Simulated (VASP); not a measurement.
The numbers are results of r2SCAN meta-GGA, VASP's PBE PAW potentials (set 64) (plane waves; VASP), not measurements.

Input for VASP

### POSCAR
```
In
1
   -1.6183652336     1.6183652336     2.5063779323
    1.6183652336    -1.6183652336     2.5063779323
    1.6183652336     1.6183652336    -2.5063779323
In
1
Direct
  1.0000000000   0.0000000000   0.0000000000
```

**KPOINTS**
```
Automatic mesh
0
Gamma
18 18 18
0 0 0
```

INCAR:
```
SYSTEM = In
PREC = Accurate
ENCUT = 520
EDIFF = 1E-7
NELM = 100
ALGO = Normal
LREAL = .FALSE.
LASPH = .TRUE.
ISMEAR = -5
METAGGA = R2SCAN
LMIXTAU = .TRUE.
LMAXMIX = 4
LWAVE = .FALSE.
LCHARG = .FALSE.
LORBIT = 11
NEDOS = 601
ISIF = 2
```

**KPOINTS_OPT**
```
k-points along high-symmetry lines
6
Line-mode
Reciprocal
  0.000000   0.000000   0.000000 ! GAMMA
 -0.000000   0.000000   0.500000 ! X

 -0.000000   0.000000   0.500000 ! X
  0.250000   0.250000   0.250000 ! P

  0.250000   0.250000   0.250000 ! P
  0.000000   0.500000  -0.000000 ! N

  0.000000   0.500000  -0.000000 ! N
  0.000000   0.000000   0.000000 ! GAMMA

  0.000000   0.000000   0.000000 ! GAMMA
  0.500000   0.500000  -0.500000 ! M

  0.500000   0.500000  -0.500000 ! M
  0.357770   0.642230  -0.357770 ! S

 -0.357770   0.357770   0.357770 ! S_0
  0.000000   0.000000   0.000000 ! GAMMA

 -0.000000   0.000000   0.500000 ! X
 -0.215539   0.215539   0.500000 ! R

  0.500000   0.500000  -0.215539 ! G
  0.500000   0.500000  -0.500000 ! M
```

POTCAR, in this order: In_d (PBE.64 set). Program: vasp_std.

The resulting files:

File OSZICAR:
```
       N       E                     dE             d eps       ncg     rms          rms(c)
DAV:   1     0.505536181460E+02    0.50554E+02   -0.66371E+03  9626   0.168E+03
DAV:   2    -0.222085514468E+02   -0.72762E+02   -0.71891E+02  9758   0.295E+02
DAV:   3    -0.250016149101E+02   -0.27931E+01   -0.27817E+01 11212   0.669E+01
DAV:   4    -0.250679233434E+02   -0.66308E-01   -0.66300E-01 12562   0.103E+01
DAV:   5    -0.250708333392E+02   -0.29100E-02   -0.29108E-02 12210   0.172E+00    0.360E+00
DAV:   6    -0.224326306709E+02    0.26382E+01   -0.15837E+00 10720   0.318E+01    0.142E+00
DAV:   7    -0.225500363254E+02   -0.11741E+00   -0.17647E-01  9928   0.901E+00    0.121E+00
DAV:   8    -0.225300547518E+02    0.19982E-01   -0.10880E-01  9770   0.334E+00    0.259E-01
DAV:   9    -0.225724567808E+02   -0.42402E-01   -0.39168E-02  9732   0.205E+00    0.202E-01
DAV:  10    -0.225685361596E+02    0.39206E-02   -0.25989E-03 10762   0.764E-01    0.131E-01
DAV:  11    -0.225723367336E+02   -0.38006E-02   -0.32987E-03  9844   0.886E-01    0.178E-01
DAV:  12    -0.225733104847E+02   -0.97375E-03   -0.94933E-04 10496   0.549E-01    0.223E-02
DAV:  13    -0.225735691805E+02   -0.25870E-03   -0.21883E-04 10046   0.202E-01    0.180E-02
DAV:  14    -0.225735724459E+02   -0.32653E-05   -0.11652E-05 12158   0.394E-02    0.366E-02
DAV:  15    -0.225735788432E+02   -0.63973E-05   -0.41590E-06  9962   0.254E-02    0.279E-02
DAV:  16    -0.225735846566E+02   -0.58134E-05   -0.32574E-06  9780   0.258E-02    0.142E-02
DAV:  17    -0.225735846073E+02    0.49282E-07   -0.40545E-07 10424   0.738E-03
   1 F= -.22573585E+02 E0= -.22573585E+02  d E =0.000000E+00
       N       E                     dE             ncg
```

OUTCAR:
```
------------------------ aborting loop because EDIFF is reached ----------------------------------------
  FORCE on cell =-STRESS in cart. coord.  units (eV):
  Direction    XX          YY          ZZ          XY          YZ          ZX
  --------------------------------------------------------------------------------------
  Total        0.0268980      0.0268980     -0.0054844      0.0000000      0.0000000      0.0000000
  in kB        1.6412340      1.6412340     -0.3346427      0.0000000      0.0000000      0.0000000
  external PRESSURE =       0.9826084 kB  Pullay stress =       0.0000000 kB
  volume of cell :       26.26
      direct lattice vectors                 reciprocal lattice vectors
    -1.618365234  1.618365234  2.506377932     0.000000000  0.308953745  0.199491064
     1.618365234 -1.618365234  2.506377932     0.308953745  0.000000000  0.199491064
     1.618365234  1.618365234 -2.506377932     0.308953745  0.308953745  0.000000000
 POSITION                                       TOTAL-FORCE (eV/Angst)
 -----------------------------------------------------------------------------------
      0.00000      0.00000      0.00000         0.000000      0.000000      0.000000
 -----------------------------------------------------------------------------------
    total drift:                               -0.000000     -0.000000     -0.000000
  FREE ENERGIE OF THE ION-ELECTRON SYSTEM (eV)
  ---------------------------------------------------
  free  energy   TOTEN  =       -22.5735846073 eV

  energy  without entropy=      -22.5735846073  energy(sigma->0) =      -22.57358461

 total charge

# of ion       s       p       d       tot
------------------------------------------
    1        0.992   0.526   9.847  11.365
```
(Selected blocks of OUTCAR.)

File OUTCAR:
```
 val. band max:        7.6597566353   @ k =  -0.3333   0.3333   0.2222

 cond. band min:       7.3173979703   @ k =  -0.4444   0.4444   0.2778


 Fermi energy:         7.4547919859

 k-point     1 :       0.0000    0.0000    0.0000
  band No.  band energies     occupation
      1      -7.8739      2.00000
      2      -7.7365      2.00000
      3      -7.7365      2.00000
      4      -7.6807      2.00000
      5      -7.5368      2.00000
      6      -2.5655      2.00000
      7      18.5625      0.00000
      8      18.5625      0.00000
      9      18.8116      0.00000
     10      19.6595      0.00000

 k-point     2 :       0.0556    0.0000   -0.0000
  band No.  band energies     occupation
      1      -7.8681      2.00000
      2      -7.7373      2.00000
      3      -7.7315      2.00000
      4      -7.6794      2.00000
      5      -7.5393      2.00000
      6      -2.4943      2.00000
      7      17.6415      0.00000
      8      18.4745      0.00000
      9      18.5224      0.00000
     10      19.4991      0.00000

 k-point     3 :       0.1111    0.0000   -0.0000
  band No.  band energies     occupation
      1      -7.8537      2.00000
      2      -7.7417      2.00000
      3      -7.7178      2.00000
      4      -7.6718      2.00000
      5      -7.5454      2.00000
      6      -2.2798      2.00000
      7      15.7422      0.00000
      8      17.9902      0.00000
      9      18.2601      0.00000
     10      19.4461      0.00000

 k-point     4 :       0.1667    0.0000    0.0000
  band No.  band energies     occupation
      1      -7.8387      2.00000
      2      -7.7528      2.00000
      3      -7.7004      2.00000
      4      -7.6496      2.00000
      5      -7.5511      2.00000
      6      -1.9191      2.00000
      7      13.7216      0.00000
      8      17.3733      0.00000
      9      18.0063      0.00000
     10      19.4306      0.00000

 k-point     5 :       0.2222    0.0000   -0.0000
...
```

For a metal the tetrahedron method with Blöchl corrections gives inexact stress and forces. Unless said otherwise, spin-orbit coupling is left out, though it shifts the bands of the heavy elements here.

The compound is In in the bct structure. It was relaxed first.
